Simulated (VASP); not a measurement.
Method: r2SCAN meta-GGA, VASP's PBE PAW potentials (set 64) (plane waves; VASP).

VASP input:

### KPOINTS
```
Automatic
0
Gamma
 11 11 6
```

**INCAR**
```
# general
SYSTEM =Sb
PREC   =Accurate
ENCUT  =400   # plane-wave cut-off (eV)
LREAL  =.FALSE.
LASPH  =.TRUE.

# electronic loop
EDIFF  =1E-6   # SCF stop (eV)
NELM   =100   # most electronic steps
ALGO   =Normal   # blocked Davidson
LMAXMIX=4   # l cut-off of mixed one-centre charges
LMIXTAU=.TRUE.

# smearing
ISMEAR =1   # Methfessel-Paxton
SIGMA  =0.1   # width (eV)

# functional
METAGGA=R2SCAN

# ions
IBRION =2   # conjugate gradients
NSW    =60
ISIF   =3   # ions, shape and volume
EDIFFG =-0.01

# output
LWAVE  =.FALSE.
LCHARG =.FALSE.
```

**POSCAR**
```
Sb
1
    3.3545300000     0.0000000000     0.0000000000
   -1.6772650000     2.9051080000     0.0000000000
    0.0000000000     0.0000000000     5.4701600000
Sb
2
Direct
  0.3333330000   0.6666670000   0.2500000000
  0.6666670000   0.3333330000   0.7500000000
```

POTCAR, in this order: Sb (PBE.64 set). Program: vasp_std.

What VASP printed:

OSZICAR:
```
...
DAV:  12    -0.505795791615E+02    0.43001E-03   -0.12879E-03  1206   0.376E-01    0.443E-02
DAV:  13    -0.505803181368E+02   -0.73898E-03   -0.16180E-03  1160   0.434E-01    0.451E-02
DAV:  14    -0.505800070754E+02    0.31106E-03   -0.16357E-04  1271   0.122E-01    0.361E-02
DAV:  15    -0.505799061104E+02    0.10097E-03   -0.25210E-05  1172   0.457E-02    0.265E-02
DAV:  16    -0.505802085622E+02   -0.30245E-03   -0.10709E-04  1179   0.916E-02    0.174E-02
DAV:  17    -0.505802823106E+02   -0.73748E-04   -0.94831E-05  1169   0.920E-02    0.659E-03
DAV:  18    -0.505803441036E+02   -0.61793E-04   -0.32534E-05  1161   0.563E-02    0.213E-03
DAV:  19    -0.505803634874E+02   -0.19384E-04   -0.31524E-05  1160   0.592E-02    0.241E-03
DAV:  20    -0.505803624897E+02    0.99772E-06   -0.11183E-06   697   0.134E-02
   1 F= -.50580362E+02 E0= -.50580424E+02  d E =-.505804E+02
       N       E                     dE             d eps       ncg     rms          rms(c)
DAV:   1    -0.505834666987E+02   -0.31032E-02   -0.13725E-01  1232   0.210E+00    0.242E-01
DAV:   2    -0.505828102824E+02    0.65642E-03   -0.32562E-03  1178   0.463E-01    0.141E-01
DAV:   3    -0.505822969959E+02    0.51329E-03   -0.12771E-03  1158   0.254E-01    0.205E-02
DAV:   4    -0.505823463662E+02   -0.49370E-04   -0.57010E-05  1222   0.788E-02    0.176E-02
DAV:   5    -0.505823055915E+02    0.40775E-04   -0.41499E-05  1179   0.630E-02    0.464E-03
DAV:   6    -0.505823483112E+02   -0.42720E-04   -0.27069E-05  1153   0.628E-02    0.138E-03
DAV:   7    -0.505823506710E+02   -0.23598E-05   -0.87246E-07   630   0.107E-02    0.974E-04
DAV:   8    -0.505823507750E+02   -0.10398E-06   -0.52373E-08   579   0.237E-03
   2 F= -.50582351E+02 E0= -.50582183E+02  d E =-.198829E-02
       N       E                     dE             d eps       ncg     rms          rms(c)
DAV:   1    -0.505824625375E+02   -0.11187E-03   -0.40671E-03  1223   0.364E-01    0.414E-02
DAV:   2    -0.505824444574E+02    0.18080E-04   -0.95653E-05  1178   0.808E-02    0.241E-02
DAV:   3    -0.505824336826E+02    0.10775E-04   -0.37107E-05  1158   0.435E-02    0.352E-03
DAV:   4    -0.505824351618E+02   -0.14792E-05   -0.13216E-06   685   0.120E-02    0.285E-03
DAV:   5    -0.505824350485E+02    0.11328E-06   -0.92200E-07   587   0.889E-03
   3 F= -.50582435E+02 E0= -.50582294E+02  d E =-.207256E-02
       N       E                     dE             d eps       ncg     rms          rms(c)
DAV:   1    -0.505835672958E+02   -0.11321E-02   -0.36921E-02  1193   0.114E+00    0.832E-02
DAV:   2    -0.505833868443E+02    0.18045E-03   -0.99692E-04  1174   0.260E-01    0.502E-02
DAV:   3    -0.505833664918E+02    0.20352E-04   -0.25380E-04  1219   0.122E-01    0.649E-03
DAV:   4    -0.505833867772E+02   -0.20285E-04   -0.18406E-05  1201   0.345E-02    0.425E-03
DAV:   5    -0.505833841185E+02    0.26587E-05   -0.36405E-06   934   0.146E-02    0.242E-03
DAV:   6    -0.505833876278E+02   -0.35093E-05   -0.33420E-06  1150   0.155E-02    0.781E-04
DAV:   7    -0.505833876635E+02   -0.35684E-07   -0.45768E-07   579   0.680E-03
   4 F= -.50583388E+02 E0= -.50583285E+02  d E =-.952615E-03
       N       E                     dE             d eps       ncg     rms          rms(c)
DAV:   1    -0.505844952825E+02   -0.11077E-02   -0.31690E-01  1189   0.335E+00    0.261E-01
DAV:   2    -0.505823708592E+02    0.21244E-02   -0.90376E-03  1180   0.775E-01    0.155E-01
DAV:   3    -0.505820695501E+02    0.30131E-03   -0.25680E-03  1224   0.383E-01    0.193E-02
DAV:   4    -0.505822676816E+02   -0.19813E-03   -0.20004E-04  1204   0.115E-01    0.128E-02
DAV:   5    -0.505822564760E+02    0.11206E-04   -0.31789E-05  1178   0.418E-02    0.808E-03
DAV:   6    -0.505822738419E+02   -0.17366E-04   -0.24364E-05  1170   0.433E-02    0.246E-03
DAV:   7    -0.505822762912E+02   -0.24493E-05   -0.36166E-06  1154   0.193E-02    0.112E-03
DAV:   8    -0.505822765165E+02   -0.22535E-06   -0.21567E-07   578   0.445E-03
   5 F= -.50582277E+02 E0= -.50582308E+02  d E =0.158532E-03
       N       E                     dE             d eps       ncg     rms          rms(c)
DAV:   1    -0.505850677506E+02   -0.27915E-02   -0.16294E-01  1193   0.240E+00    0.187E-01
DAV:   2    -0.505839760178E+02    0.10917E-02   -0.47197E-03  1178   0.559E-01    0.113E-01
DAV:   3    -0.505838120977E+02    0.16392E-03   -0.13674E-03  1218   0.281E-01    0.144E-02
DAV:   4    -0.505839110012E+02   -0.98904E-04   -0.11390E-04  1197   0.861E-02    0.868E-03
DAV:   5    -0.505839069343E+02    0.40669E-05   -0.17521E-05  1178   0.313E-02    0.553E-03
DAV:   6    -0.505839147799E+02   -0.78456E-05   -0.11786E-05  1170   0.305E-02    0.152E-03
DAV:   7    -0.505839165626E+02   -0.17827E-05   -0.21842E-06  1128   0.155E-02    0.547E-04
DAV:   8    -0.505839165878E+02   -0.25236E-07   -0.31727E-07   579   0.552E-03
   6 F= -.50583917E+02 E0= -.50584003E+02  d E =-.148154E-02
       N       E                     dE             d eps       ncg     rms          rms(c)
DAV:   1    -0.505840721643E+02   -0.15560E-03   -0.14012E-02  1192   0.705E-01    0.544E-02
DAV:   2    -0.505839818796E+02    0.90285E-04   -0.39739E-04  1179   0.163E-01    0.327E-02
DAV:   3    -0.505839696998E+02    0.12180E-04   -0.11814E-04  1224   0.826E-02    0.408E-03
DAV:   4    -0.505839785445E+02   -0.88447E-05   -0.93015E-06  1199   0.250E-02    0.254E-03
DAV:   5    -0.505839780053E+02    0.53922E-06   -0.14696E-06   586   0.911E-03
   7 F= -.50583978E+02 E0= -.50584128E+02  d E =-.154296E-02
       N       E                     dE             d eps       ncg     rms          rms(c)
DAV:   1    -0.505840171487E+02   -0.38604E-04   -0.23138E-03  1195   0.287E-01    0.224E-02
DAV:   2    -0.505840019211E+02    0.15228E-04   -0.64402E-05  1174   0.656E-02    0.135E-02
DAV:   3    -0.505839986225E+02    0.32986E-05   -0.15573E-05  1230   0.288E-02    0.155E-03
DAV:   4    -0.505839998686E+02   -0.12461E-05   -0.13724E-06   596   0.948E-03    0.106E-03
DAV:   5    -0.505839998867E+02   -0.18092E-07   -0.28500E-07   579   0.499E-03
   8 F= -.50584000E+02 E0= -.50584141E+02  d E =-.156484E-02
       N       E                     dE             d eps       ncg     rms          rms(c)
DAV:   1    -0.505840015890E+02   -0.17204E-05   -0.10174E-04  1193   0.606E-02    0.471E-03
DAV:   2    -0.505840013038E+02    0.28521E-06   -0.26555E-06  1072   0.135E-02
   9 F= -.50584001E+02 E0= -.50584146E+02  d E =-.156626E-02
       N       E                     dE             d eps       ncg     rms          rms(c)
DAV:   1    -0.505840000615E+02    0.15275E-05   -0.67152E-05  1203   0.483E-02    0.424E-03
DAV:   2    -0.505839999918E+02    0.69657E-07   -0.18775E-06   957   0.115E-02
  10 F= -.50584000E+02 E0= -.50584147E+02  d E =-.156494E-02
       N       E                     dE             d eps       ncg     rms          rms(c)
DAV:   1    -0.505840099529E+02   -0.98914E-05   -0.18470E-03  1225   0.247E-01    0.267E-02
DAV:   2    -0.505839994404E+02    0.10513E-04   -0.51817E-05  1181   0.565E-02    0.159E-02
DAV:   3    -0.505839907464E+02    0.86940E-05   -0.15684E-05  1158   0.279E-02    0.225E-03
DAV:   4    -0.505839921330E+02   -0.13866E-05   -0.97355E-07   599   0.963E-03    0.186E-03
DAV:   5    -0.505839915960E+02    0.53698E-06   -0.23842E-07   579   0.506E-03
  11 F= -.50583992E+02 E0= -.50584147E+02  d E =0.839580E-05
       N       E                     dE             d eps       ncg     rms          rms(c)
DAV:   1    -0.505840096649E+02   -0.17532E-04   -0.59156E-04  1230   0.140E-01    0.151E-02
DAV:   2    -0.505840065002E+02    0.31646E-05   -0.15728E-05  1178   0.311E-02    0.899E-03
DAV:   3    -0.505840055073E+02    0.99298E-06   -0.53188E-06  1160   0.163E-02
  12 F= -.50584006E+02 E0= -.50584157E+02  d E =-.551542E-05
```

**OUTCAR**
```
------------------------ aborting loop because EDIFF is reached ----------------------------------------
  FORCE on cell =-STRESS in cart. coord.  units (eV):
  Direction    XX          YY          ZZ          XY          YZ          ZX
  --------------------------------------------------------------------------------------
  Total        0.0106346      0.0106346     -0.0040599     -0.0000000      0.0000000      0.0000000
  in kB        0.3164188      0.3164188     -0.1207981     -0.0000000      0.0000000      0.0000000
  external PRESSURE =       0.1706798 kB  Pullay stress =       0.0000000 kB
  volume of cell :       53.85
      direct lattice vectors                 reciprocal lattice vectors
     3.341185102 -0.000000000  0.000000000     0.299295001  0.172798061 -0.000000000
    -1.670592551  2.893550982 -0.000000000     0.000000000  0.345596123 -0.000000000
     0.000000000  0.000000000  5.569769480     0.000000000  0.000000000  0.179540644
 POSITION                                       TOTAL-FORCE (eV/Angst)
 -----------------------------------------------------------------------------------
     -0.00000      1.92903      1.39244         0.000000      0.000000      0.000000
      1.67059      0.96452      4.17733        -0.000000     -0.000000      0.000000
 -----------------------------------------------------------------------------------
    total drift:                                0.000034     -0.000020      0.000072
  FREE ENERGIE OF THE ION-ELECTRON SYSTEM (eV)
  ---------------------------------------------------
  free  energy   TOTEN  =       -50.5840055073 eV

  energy  without entropy=      -50.5844602739  energy(sigma->0) =      -50.58415710

 reached required accuracy - stopping structural energy minimisation
```
(Selected blocks of OUTCAR.)

CONTCAR:
```
Sb
   1.00000000000000
     3.3411851024885624   -0.0000000000000001    0.0000000000000000
    -1.6705925512442812    2.8935509821246090   -0.0000000000000000
     0.0000000000000000    0.0000000000000001    5.5697694802847666
  Sb
     2
Direct
     0.3333330000000032    0.6666669999999968    0.2500000000000000
     0.6666669999999968    0.3333330000000032    0.7500000000000000
```

The structure comes from a computed database's Sb entry (P6_3/mmc); how it stands against other phases isn't given here. This run relaxes it. Symmetry was kept, so distortions that lower it aren't found.
